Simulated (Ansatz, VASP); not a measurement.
# Cross-check of Zn (Zinc) between VASP and Ansatz, part 2 of 2

Aim: how closely do two programs agree when they are given the same cell, functional and k mesh? The structure shown is the end of the Ansatz relaxation below.

VASP 6.6.1 and Ansatz 0.2.0.

So far. Step 3 (VASP: single point, LDA, pair 1): The run ends at a pressure of 5.07 GPa.

## Step 6: VASP: single point, LDA, pair 2 (continued)

Level of this step: LDA; plane waves and PAW (Zn) (VASP).

Numbers of over 12 decimals in the logs are rounded to 6 here.

Parts of OUTCAR (step 6):

```text
  Total        0.4840947      0.4840947      0.4107719      0.0000000     -0.0000000     -0.0000000
  in kB       28.9423666     28.9423666     24.5586483      0.0000000     -0.0000000     -0.0000000
  external PRESSURE =      27.4811272 kB  Pullay stress =       0.0000000 kB

 POSITION                                       TOTAL-FORCE (eV/Angst)
 -----------------------------------------------------------------------------------
     -0.00000      1.46650      1.19904         0.000000      0.000000      0.000000
      1.27002      0.73325      3.59712        -0.000000     -0.000000     -0.000000
 -----------------------------------------------------------------------------------
    total drift:                               -0.000000      0.000000      0.000000

  FREE ENERGIE OF THE ION-ELECTRON SYSTEM (eV)
  ---------------------------------------------------
  free  energy   TOTEN  =        -3.7529659613 eV

  energy  without entropy=       -3.7540885908  energy(sigma->0) =       -3.75334017

[... 1 part as in an earlier step ...]

[... 2 further parts left out ...]
[key lines of the parts left out:]
E-fermi :   3.8618
```

The run ends at a pressure of 2.75 GPa.

## Step 7: Differences

Both answers:

```tsv
quantity	Ansatz	VASP	difference
pressure (GPa)	1.96	2.75	-0.79
```

## Step 8: Ansatz: relaxation, LDA

This run makes the geometry at which the two programs are then compared. The cell compared in this pair holds 28.99 Å³, against 26.80 Å³ for the pair before.

The structure compared here is the end of the Ansatz relaxation.

input.yaml reads:

```yaml
crystal:
  lattice:
    - [2.5862237769, 0.0, 0.0]
    - [-1.2931118885, 2.2397354907, 0.0]
    - [0.0, 0.0, 5.0040751866]
  atoms:
    - { symbol: Zn, position: [0.3333333333, 0.6666666667, 0.25] }
    - { symbol: Zn, position: [0.6666666667, 0.3333333333, 0.75] }
kpoints:
  mp_grid: { grid: [18, 18, 10] }
hamiltonian:
  xc: lda
  pseudopotentials: { kind: paw, azcp: { folder: soft_1 }, xc_functional: pbe }
scf:
  occupations: { method: methfessel_paxton, width: 0.2 }
output:
  forces: true
  stress: true
  eigenvalues: true
relax:
  adjacent_minimum: "off"
  f_tol: 0.001
  max_steps: 60
  cell: { stress_tol: 0.01, fix: [volume] }
```

Started as:

```
> ansatz run input.yaml --threads 4 --pin off --max-ram 10240MiB --backend cpu --events-out ev --progress --plain --runs-dir out
```

Log:

```text
[...]
Crystal: 2 atoms, lattice volume = 28.986 Å³
Basis set: ecut = 420 eV, 587 PW (Γ)
Bands: 16, of which v1, the nominal top of the filled ones, is band 12 counted from 1 (11 counted from 0)
Symmetry: 24 space group operations
[...]
k-points: 222 of 3240
[...]
--- Relaxed structure (3 steps of the walk, 3 accepted, 1 SCFs on fresh bases) ---
[...]
cell:  # Å, volume = 28.9859 Å³
    - [2.579344, 2.879072571266391e-11, 0]
    - [-1.289672, 2.233777, -1.1054628900955484e-19]
    - [0, -2.469853891712035e-19, 5.030806]
  atoms:
    - { symbol: Zn, position: [0.333333, 0.666667, 0.25] }
    - { symbol: Zn, position: [0.666667, 0.333333, 0.750000] }
[key lines of the parts left out:]
SCF converged after 6 iterations
Free energy (F): -6492.507557 eV
Fermi energy:    11.222633 eV
P = ⅓ Tr σ = -4.5236 GPa (-45.236 kbar)
```

## Step 9: VASP: single point, LDA, pair 3

The same cell, functional (in two slightly different forms), mesh and smearing now go to VASP, with its own data sets.

INCAR reads:

```
SYSTEM = Zn
PREC = Accurate
ENCUT = 500
EDIFF = 1E-06
NELM = 120
ISMEAR = 1
SIGMA = 0.2
LREAL = .FALSE.
ALGO = Normal
GGA = CA
NBANDS = 18
LORBIT = 11
LWAVE = .FALSE.
LCHARG = .FALSE.
ISIF = 2
LASPH = .TRUE.
GGA_COMPAT = .FALSE.
KPAR = 2
```

POSCAR reads:

```
Zn
1.0
    2.5793436470      0.0000000000      0.0000000000
   -1.2896718235      2.2337771234      0.0000000000
    0.0000000000      0.0000000000      5.0308064868
Zn
2
Direct
    0.3333333333      0.6666666667      0.2500000000
    0.6666666667      0.3333333333      0.7500000000
```

KPOINTS reads:

```
Automatic mesh
0
Gamma
18 18 10
0 0 0
```

The projector-augmented-wave data sets are Zn (LDA family, release 64).

Started as:

```
> mpirun -np 2 vasp_std
```

Log:

```text
[... set-up lines as in an earlier step ...]
 entering main loop
       N       E                     dE             d eps       ncg     rms          rms(c)
DAV:   1     0.105273095389E+03    0.10527E+03   -0.12241E+04  8312   0.210E+03
DAV:   2     0.191579464187E+00   -0.10508E+03   -0.10232E+03  8026   0.296E+02
DAV:   3    -0.401089482840E+01   -0.42025E+01   -0.41871E+01  8984   0.676E+01
DAV:   4    -0.403293597751E+01   -0.22041E-01   -0.22036E-01  8912   0.498E+00
[...]
DAV:   9    -0.373964047827E+01    0.29118E-04   -0.32945E-04 10002   0.219E-01    0.326E-02
DAV:  10    -0.373964375987E+01   -0.32816E-05   -0.22064E-05  8422   0.416E-02    0.295E-03
DAV:  11    -0.373964368889E+01    0.70976E-07   -0.68270E-07  5394   0.115E-02
   1 F= -.37396437E+01 E0= -.37397891E+01  d E =0.436375E-03
```

Parts of OUTCAR (step 9):

```text
  Total       -0.6770590     -0.6770590     -0.7625213      0.0000000     -0.0000000      0.0000000
  in kB      -37.4240196    -37.4240196    -42.1478962      0.0000000     -0.0000000      0.0000000
  external PRESSURE =     -38.9986451 kB  Pullay stress =       0.0000000 kB

 POSITION                                       TOTAL-FORCE (eV/Angst)
 -----------------------------------------------------------------------------------
     -0.00000      1.48918      1.25770         0.000000      0.000000      0.000000
      1.28967      0.74459      3.77310        -0.000000     -0.000000      0.000000
 -----------------------------------------------------------------------------------
    total drift:                               -0.000000      0.000000      0.000000

  FREE ENERGIE OF THE ION-ELECTRON SYSTEM (eV)
  ---------------------------------------------------
  free  energy   TOTEN  =        -3.7396436889 eV

  energy  without entropy=       -3.7400800643  energy(sigma->0) =       -3.73978915

[... 1 part as in an earlier step ...]

[... 2 further parts left out ...]
[key lines of the parts left out:]
E-fermi :   3.1331
```

The run ends at a pressure of -3.90 GPa.

## Step 10: Comparison

Compared:

```tsv
quantity	Ansatz	VASP	difference
pressure (GPa)	-4.52	-3.90	-0.62
```

## Step 11: What came out

```
difference in pressure (single point, LDA, pair 1) : -0.86 GPa
difference in pressure (single point, LDA, pair 2) : -0.79 GPa
difference in pressure (single point, LDA, pair 3) : -0.62 GPa
```

In words: The difference in pressure is -0.86 GPa (single point, LDA, pair 1), within the 1 GPa picked in this series as the mark of a large difference. 5 further runs of this series are not shown here. How closely two codes agree says nothing of how well the functional describes the real material.

[Lines on the potential files, build, host, timing and source positions are cut from VASP's logs without a mark.]

[Logs are printed without paths, hosts, clocks, repeated set-up lines and the standing remarks that a program may print on its own settings, such as how far it seeks lower states.]

[Hosts, paths, dates, database ids (printed as entryN), source tags and the programs' standing remarks are cut or masked in the printed files.]
